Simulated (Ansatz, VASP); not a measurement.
Two plane-wave programs on Si

File INCAR:

```
SYSTEM = Si
PREC = Accurate
ENCUT = 520
EDIFF = 1E-6
ISMEAR = 1
SIGMA = 0.1
LREAL = .False.
LASPH = .True.
NELM = 60
ALGO = Normal
ISIF = 2
LWAVE = .False.
LCHARG = .True.
LELF = .True.
LVHAR = .True.
NBANDS = 11
```

Contents of KPOINTS:

```
Automatic mesh
0
Gamma
  15 15 15
  0 0 0
```

File POSCAR:

```
Si
1.0
   -2.3713720000      2.3713720000      1.3292650000
    2.3713720000     -2.3713720000      1.3292650000
    2.3713720000      2.3713720000     -1.3292650000
Si
2
Direct
    0.2500000000      0.7500000000      0.5000000000
    0.5000000000      0.5000000000      0.0000000000
```

Input for Ansatz:

```yaml
crystal:
  lattice:
    - [-2.371372, 2.371372, 1.329265]
    - [2.371372, -2.371372, 1.329265]
    - [2.371372, 2.371372, -1.329265]
  atoms:
    - { symbol: Si, position: [0.25, 0.75, 0.5] }
    - { symbol: Si, position: [0.5, 0.5, 0.0] }
basis:
  ecutwfc: 520.0
kpoints:
  mp_grid:
    grid: [15, 15, 15]
hamiltonian:
  xc: lda
scf:
  occupations:
    method: methfessel_paxton
    width: 0.1
output:
  stress: true
```

This isn't the form of Si at room conditions, which is diamond.

Alike in both runs: task single point; functional LDA; k mesh 15 × 15 × 15; occupations methfessel-paxton of order 1, width 0.1 eV; no spin polarisation.

```csv
,VASP,Ansatz
version,VASP 6.6.1,Ansatz 0.2.0
potentials or method,"VASP PAW LDA potentials, release 64 (Si)","plane waves, PAW"
plane-wave cutoff (eV),520,520
valence electrons in the cell,8,8
```

Ansatz gave:

| Quantity | Value |
| --- | --- |
| pressure (GPa) | -0.9 |
| largest component of the traceless stress (GPa) | 0.25 |

Q: What did VASP give for the same quantities?

A: Pressure (GPa): -0.8; largest component of the traceless stress (GPa): 0.27.
